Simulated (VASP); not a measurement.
PbS (rock salt):

```
PbS
1.0
    0.00000     2.97000     2.97000
    2.97000     0.00000     2.97000
    2.97000     2.97000     0.00000
Pb S
1 1
Direct
  0.00000   0.00000   0.00000
  0.50000   0.50000   0.50000
```

The highest filled band near L, direction along the valley's axis, from mBJ (TB09) with spin-orbit coupling in VASP (PAW); its two spin partners are averaged. The gap over the points computed is 0.65 eV, and the next band on that side lies 1.99 eV away at the edge.

Run with 400 eV cut-off, 9×9×9 Γ-centred mesh, Gaussian smearing of 0.050 eV, potentials Pb_d S.

```
distance from the edge in k (1/Å)  distance in energy (meV)
---------------------------------  ------------------------
0.018                                                   4.8
0.025                                                   9.2
0.035                                                  17.9
0.050                                                  35.5
0.070                                                  66.4
```

Fit E(1 + αE) = ħ²k²/2m* (ħ²/2m0 = 3.810 eV Å²) and predict the row at 0.095 1/Å.

Least squares on the energies gives the hole mass m* = 0.254 m0 and α = 1.63 per eV, and so 114.3 meV. The run gave 114.3 meV, +0.0 meV from the fit.

Left out are points under 3 meV from the edge, since the levels carry 0.1 meV, and points farther than half the way to the next band.

The compound is PbS in the rock salt structure. The cell was not relaxed at this level.
